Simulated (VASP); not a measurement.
Hf in VASP: the effect of functional

Sheet: Hf, a sheet with vacuum.

```xyz
1
Lattice="2.7788 0.0000 0.0000 0.0000 2.7788 0.0000 0.0000 0.0000 23.8000" Properties=species:S:1:pos:R:3 pbc="T T T"
Hf    0.0000    0.0000    7.0001
```

The cell was built by a generator and needn't be a form met in nature.

Alike in all runs:

* Program: VASP 6.6.1
* Task: work function
* Cutoff: 520 eV
* k mesh: 10 × 10 × 1
* Occupations: fermi-dirac, width 0.05 eV
* Spin: no spin polarisation

```tsv
functional	potentials or basis	work function (eV)
LDA	VASP PAW LDA potentials, release 64 (Hf_pv)	?
PBE	VASP PAW PBE potentials, release 64 (Hf_pv)	4.28
PBEsol	VASP PAW PBE potentials, release 64 (Hf_pv)	4.37
RPBE	VASP PAW PBE potentials, release 64 (Hf_pv)	4.15
revPBE	VASP PAW PBE potentials, release 64 (Hf_pv)	4.16
BLYP	VASP PAW PBE potentials, release 64 (Hf_pv)	3.90
PW91	VASP PAW PBE potentials, release 64 (Hf_pv)	4.31
r2SCAN	VASP PAW PBE potentials, release 64 (Hf_pv)	4.36
```

What does the run with functional LDA give?

Work function 4.49 eV.
